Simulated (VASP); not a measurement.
Set up this calculation in VASP 6.6.1, as the native input.

```
Task                   : relaxation of cell and atoms
Functional             : LDA
Potentials or basis    : VASP PAW LDA potentials, release 64 (Mo_sv, I)
Cutoff                 : 600 eV
k mesh                 : 7 × 7 × 5
Occupations            : gaussian, width 0.05 eV
Spin                   : no spin polarisation
Further INCAR settings : ALGO = Normal; EDIFF = 1e-07; IBRION = 2; EDIFFG = -0.005; NSW = 60; ISIF = 3
```

The structure of MoI lies in POSCAR:

```
MoI
1.0
    3.6232628200      0.0000000000      0.0000000000
    0.0000000000      3.6232628200      0.0000000000
    0.0000000000      0.0000000000      5.0420814100
Mo I
1 1
Direct
    0.5000000000      0.5000000000      0.5000000000
    0.0000000000      0.0000000000      0.5000000000
```

The cell was built by a generator and needn't be a form met in nature.

One way to write it, as run:

INCAR

```
ALGO = Normal ; EDIFF = 1E-7
EDIFFG = -0.005 ; ENCUT = 600
GGA = CA ; IBRION = 2
ISIF = 3 ; ISMEAR = 0
LASPH = T ; LCHARG = F
LREAL = F ; LWAVE = F
NELM = 100 ; NSW = 60
PREC = Accurate ; SIGMA = 0.05
```

KPOINTS

```
k-points
0
Gamma
  7 7 5
```

Potentials or basis: VASP PAW LDA potentials, release 64 (Mo_sv, I).

Command:

```bash
$ cat potpaw_LDA.64/Mo_sv/POTCAR potpaw_LDA.64/I/POTCAR > POTCAR
$ mpirun -np 1 vasp_std > vasp.out
```

It gave:

- Relaxed volume: 22.26 Å³/atom
- Relaxed cell: a = 3.801 Å, b = 3.801 Å, c = 3.082 Å, α = 90.00°, β = 90.00°, γ = 90.00°
- Space group after relaxing (to 0.05 Å): P4/mmm (No. 123)
- Energy gained by relaxing: 766.4 meV/atom
- Ionic steps: 17
- Pressure after relaxing: 0.0 GPa
- Band gap on the k mesh: none (metal or under the smearing width)

Caveat: the volume moved by over 15 % at a fixed basis, so the end points are rough; an odd number of electrons without spin polarisation forces a metal; a magnetic or distorted state may lie lower.

Wall time 3 min on 1 thread of Intel(R) Xeon(R) Platinum 8559C (Emerald Rapids), on a shared host, peak memory 0.19 GiB.
